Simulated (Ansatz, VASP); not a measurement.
# Cross-check of TaN between VASP and Ansatz

Aim: how closely do two programs agree when they are given the same cell, functional and k mesh? The cell is taken from a series of runs on this material, whose earlier steps may have relaxed, scaled, displaced or heated it; both programs get it as it stands.

Calculated with Ansatz 0.2.0; plane waves, with VASP 6.6.1 beside it; zone-centre phonons at PBEsol.

### Step 1. The structure

Symmetry: P-62m, No. 189, hexagonal system. The conventional cell has a = 4.985 Å, b = 4.985 Å, c = 2.812 Å, α = 90.00°, β = 90.00°, γ = 120.00°. Nearest to N lie 5 Ta at 1.98 to 2.08 Å. Ta has 6 N at 2.08 Å nearest. Ta has 3 N at 1.98 Å nearest. Farther neighbours and most contacts between anions are not listed.

Structure file:

```cif
data_structure
_symmetry_space_group_name_H-M 'P-62m'
_symmetry_Int_Tables_number 189
_cell_length_a 4.9852
_cell_length_b 4.9852
_cell_length_c 2.8116
_cell_angle_alpha 90.000
_cell_angle_beta 90.000
_cell_angle_gamma 120.000
_cell_volume 60.51
loop_
_atom_site_label
_atom_site_type_symbol
_atom_site_symmetry_multiplicity
_atom_site_Wyckoff_symbol
_atom_site_fract_x
_atom_site_fract_y
_atom_site_fract_z
_atom_site_occupancy
N1 N 3 f 0.39783 0.00000 0.00000 1
Ta1 Ta 2 d 0.33333 0.66667 0.50000 1
Ta2 Ta 1 a 0.00000 0.00000 0.00000 1
```

### Step 2. Ansatz: zone-centre phonons, PBEsol

Ansatz runs on its PAW soft_1 files.

Second derivatives magnify differences that forces hide, and they need a tight electronic threshold.

input.yaml

```yaml
crystal:
  lattice:
    - [4.9852067777, 0.0, 0.0]
    - [-2.4926033889, 4.3173157126, 0.0]
    - [0.0, 0.0, 2.8115684494]
  atoms:
    - { symbol: "N", position: [0.3978287332, 0.0, 0.0] }
    - { symbol: "N", position: [0.6021712668, 0.6021712668, 0.0] }
    - { symbol: "N", position: [0.0, 0.3978287332, 0.0] }
    - { symbol: Ta, position: [0.3333333333, 0.6666666667, 0.5] }
    - { symbol: Ta, position: [0.6666666667, 0.3333333333, 0.5] }
    - { symbol: Ta, position: [0.0, 0.0, 0.0] }
kpoints:
  mp_grid: { grid: [9, 9, 12] }
hamiltonian:
  xc: pbesol
  pseudopotentials: { kind: paw, azcp: { folder: soft_1 }, xc_functional: pbe }
scf:
  occupations: { method: methfessel_paxton, width: 0.2 }
output:
  eigenvalues: true
phonons:
  method: dfpt
```

On the command line:

```bash
ansatz run input.yaml --threads 8 --pin off --max-ram 16384MiB --backend cpu --events-out ev --progress --plain --runs-dir out
```

Numbers of over 12 decimals in the logs are rounded to 6 here.

What it wrote:

```text
zone centre: on kpoints.mp_grid the ground state, and the responses unless they are solved on pairs of k-points, stand on 287 of the mesh's 972 k-points, reduced under 2 symmetry operations, with k and −k counted as one. Each operation leaves every solved displacement unchanged or reverses it
Engine: ansatz 0.2.0, aarch64-unknown-linux-gnu
Pseudopotentials: kind: paw
Pseudopotential: N, paw, valence charge 5, recommended cutoff 420 eV (normal), soft_1/N.paw.azcp
Pseudopotential: Ta, paw, valence charge 13, recommended cutoff 420 eV (normal), soft_1/Ta.paw.azcp
Functional definition: PBEsol
  exchange = pbesol_x
  correlation = pbesol_c
Crystal: 6 atoms, lattice volume = 60.513 Å³
Basis set: ecut = 420 eV, 1203 PW (Γ), exchange–correlation on 72×72×40 points (8 copies of the dense FFT grid, shifted against one another)
Bands: 33, of which v1, the nominal top of the filled ones, is band 27 counted from 1 (26 counted from 0)
Symmetry: 12 space group operations
k-points: 287 of 972 (irreducible under 2 space group operations, time reversal used)
Non-local potential: N, projectors of the file, l = 0: 2, l = 1: 2, l = 2: 1
Non-local potential: Ta, projectors of the file, l = 0: 3, l = 1: 2, l = 2: 2, l = 3: 1
PAW form: soft (Blöchl's): semilocal exchange-correlation on the pseudo side does not see the compensation charge
PAW frozen core: N, regenerated for the run's functional, and the local potential with it (the file was generated under x = pbe(κ = 0.804, μ = 0.219515), c = pbe(β = 0.066725))
PAW frozen core: Ta, regenerated for the run's functional, and the local potential with it (the file was generated under x = pbe(κ = 0.804, μ = 0.219515), c = pbe(β = 0.066725))
PAW one-centre angular grid: N, 110 points (default); XC on 64 Gauss nodes
PAW one-centre angular grid: Ta, 590 points (default); XC on 64 Gauss nodes
Initial density: superposition of atomic densities (chi_scale 0.1, normalization cell, long waves kept (reshape's long-wave potential 0.01 eV rms))
Initial wavefunctions: pseudopotential atomic-orbital guess
Functional: x = pbesol(κ = 0.804, μ = 0.123457), c = pbesol(β = 0.046)
SCF iter   1: F=—  HF=-30565.790924 eV  |F-HF|=—  |Δ(HF+E_count)|=         —  Δρ=7.71e-2  dr2=3.84e0  ethr=3.10e-3  ⟨swp⟩=5.0  Hψ=37724  notcnv=0
preconditioner: auto → Resta (q_TF=auto, 2.677 Å⁻¹)  ε∞=6.9  [insulator: Δε(μ)=0.151 eV  Ē_g=10.779 eV  σ=0.200 eV  W_gap=0.59  n_scr=26 (ndim 8)  ℏωp=26.1 eV  f_vac=0.000  D(μ)=0.17/eV (n_scr^D=0)  ε∞_Penn≈6.9]
SCF iter   2: F=—  HF=-30564.960428 eV  |F-HF|=—  |Δ(HF+E_count)|=   8.30e-1  S|Δr|=    0.00e0  Δρ=3.24e-2  dr2=3.21e-1  ethr=3.10e-3  ⟨swp⟩=2.0  Hψ=17350  notcnv=0  defer=352
preconditioner: auto → Kerker (q_TF=auto, 2.677 Å⁻¹)  [metal: Δε(μ)=0.118 eV  Ē_g=10.410 eV  σ=0.200 eV  W_gap=0.45  n_scr=26 (ndim 8)  ℏωp=26.1 eV  f_vac=0.000  D(μ)=0.30/eV (n_scr^D=0)]
SCF iter   3: F=—  HF=-30564.929000 eV  |F-HF|=—  |Δ(HF+E_count)|=   3.14e-2  S|Δr|=    0.00e0  Δρ=1.58e-2  dr2=7.75e-2  ethr=5.95e-4  ⟨swp⟩=1.0  Hψ=9120  notcnv=0  defer=352
SCF iter   4: F=—  HF=-30564.918895 eV  |F-HF|=—  |Δ(HF+E_count)|=   1.01e-2  S|Δr|=    0.00e0  Δρ=1.84e-3  dr2=1.91e-3  ethr=1.44e-4  ⟨swp⟩=2.2  Hψ=12455  notcnv=0  defer=352
SCF iter   5: F=—  HF=-30564.918613 eV  |F-HF|=—  |Δ(HF+E_count)|=   2.82e-4  S|Δr|=    0.00e0  Δρ=5.25e-4  dr2=1.64e-4  ethr=3.54e-6  ⟨swp⟩=2.5  Hψ=15081  notcnv=0  defer=343
SCF iter   6: F=—  HF=-30564.918577 eV  |F-HF|=—  |Δ(HF+E_count)|=   3.68e-5  S|Δr|=    0.00e0  Δρ=1.04e-4  dr2=7.28e-6  ethr=3.04e-7  ⟨swp⟩=2.3  Hψ=12802  notcnv=0  defer=343
SCF iter   7: F=—  HF=-30564.918575 eV  |F-HF|=—  |Δ(HF+E_count)|=   1.71e-6  S|Δr|=    0.00e0  Δρ=2.14e-5  dr2=2.23e-7  ethr=1.35e-8  ⟨swp⟩=2.0  Hψ=13430  notcnv=0  defer=343
SCF iter   8: F=—  HF=-30564.918580 eV  |F-HF|=—  |Δ(HF+E_count)|=   4.84e-6  S|Δr|=    0.00e0  Δρ=3.70e-6  dr2=9.32e-9  ethr=4.13e-10  ⟨swp⟩=2.0  Hψ=13725  notcnv=0  defer=343
SCF iter   9: F=—  HF=-30564.918580 eV  |F-HF|=—  |Δ(HF+E_count)|=   1.72e-9  S|Δr|=    0.00e0  Δρ=5.88e-7  dr2=1.88e-10  ethr=1.73e-11  ⟨swp⟩=2.3  Hψ=13997  notcnv=0  defer=343
SCF iter  10: F=-30564.918580 eV  HF=-30564.918580 eV  |F-HF|=0.00e0  |Δ(HF+E_count)|=  2.18e-11  S|Δr|=    0.00e0  Δρ=8.77e-8  dr2=2.14e-12  ethr=1.00e-12  ⟨swp⟩=11.9  Hψ=50486  notcnv=0
SCF 1 converged in 10 iterations: F = -30564.918580 eV  dr2 = 2.14e-12
  greatest PAW one-centre occupation: 0.999 electrons in one spin orbital (limit 2), on the Ta atom at site 4 (counted from 0), in its partial waves of l = 0
DFPT response loops at Γ: preconditioner auto → Kerker (q_TF=auto, 2.677 Å⁻¹) (partly filled bands, converged f_vac=0.000); β = 1.00, the filter's whole step (`scf.mixing.beta` (0.50) is not read by the response loops under this deck's `scf.mixing.preconditioner`; to damp them name `kerker` or `kerker_dos`, under which they read `scf.mixing.beta`, and type it under 1.00, their step now; both keys bind the ground state too); Broyden in place of MSR1
SCF converged after 10 iterations
Stability not checked: this state was not tested for a lower state beside it, because cold or Methfessel-Paxton smearing, or corrected tetrahedra, fill the levels in a way that the test cannot read (fill_not_monotonic; see scf.lower_state_search)
Free energy (F): -30564.918580 eV
Harris-Foulkes:  -30564.918580 eV  (|F-HF|=0.00e0)
Internal energy: -30564.921613 eV  (E = F + TS)
E sigma→0 (E₀):  -30564.919338 eV
Entropy (-TS):   0.003034 eV (0.506 meV/atom)
Fermi energy:    22.273424 eV
Step filling:    the computed levels leave a gap of 0.0687 eV = 0.3 smearing widths at the electron count; against every level under it full and every level over it empty, smearing changes F+E_penalty+E_count by +0.756 meV and its σ→0 estimate by -2.88e-3 meV
--- Per-component energies (eV) ---
  E_band       = -97.154910
  E_kinetic    = 1597.344732
  E_local      = -1757.469951  (includes V_loc(G=0)·N_el)
  E_nonlocal   = 82.657415
  E_hartree    = 649.922555
  E_xc         = -1144.443744
  E_vxc        = -940.068779  (∫ρ·V_xc dr)
  E_paw        = -24917.276010  (= ΣΔE_a)
  E_vpaw       = -379.466564  (= ΣTr[D̂ρ^β])
  E_aug_tail   = 0.003121  (compensation charges beyond the density's cutoff)
  E_ewald      = -5076.385165
  E_core_change = 0.725435  (= ΣΔE_core)
  E_smearing   = 0.003034  (= −TS)
  E_closure    = 0.000000  (closes the sum)
  Σ components = -30564.918580   (vs F -30564.918580, Δ=0.00e0)
--- Band table (eV; the first three rows and the last of 287) ---
  k-point 0: bands = [... 23 lower, 17.5327, 18.6141, 20.1286, 21.0931, 21.0931, 22.7064, 22.7064, 24.4115, ... 2 higher]
  k-point 1: bands = [... 23 lower, 17.1829, 18.8326, 20.5039, 20.6724, 20.6724, 23.2510, 23.2510, 24.4412, ... 2 higher]
  k-point 2: bands = [... 23 lower, 16.5648, 19.6023, 20.2136, 20.2136, 21.3997, 23.7511, 23.7511, 24.4605, ... 2 higher]
  k-point 286: bands = [... 23 lower, 17.8377, 18.4906, 19.8172, 20.9463, 23.4841, 24.0577, 25.4558, 25.4651, ... 2 higher]
--- Phonons (Γ-DFPT): 7 representative perturbations + reference, on 287 of 972 k-points (Σ response iterations 22) ---
  k mesh reduced under 2 symmetry operations, with k and −k counted as one. Each operation leaves every solved displacement unchanged or reverses it
  ASR residual: 4.261e-5 → 0.000e0 eV/Å²; symmetrization residual: 2.594e-6 eV/Å²
  ASR residual per site (eV/Å²): 3.21e-5 3.05e-5 3.05e-5 2.70e-5 2.70e-5 4.26e-5
  Γ frequencies (cm⁻¹): 0.00 0.00 0.00 161.28 213.06 213.06 231.35 270.98 270.98 690.57 695.21 695.21 717.72 721.50 721.50 750.03 750.03 841.47
  non-analytic LO–TO correction: not included (Born effective charges unavailable; polar crystals: no LO–TO splitting at Γ)
```

The column dr2 measures how far the density is from self-consistency, as an energy; F and HF (Harris–Foulkes) agree once it is small.

[end of part 1 of 3]

[Lines on the potential files, build, host, timing and source positions are cut from VASP's logs without a mark.]

[Logs are printed without paths, hosts, clocks, repeated set-up lines and the standing remarks that a program may print on its own settings, such as how far it seeks lower states.]

[Hosts, paths, dates, database ids (printed as entryN), source tags and the programs' standing remarks are cut or masked in the printed files.]
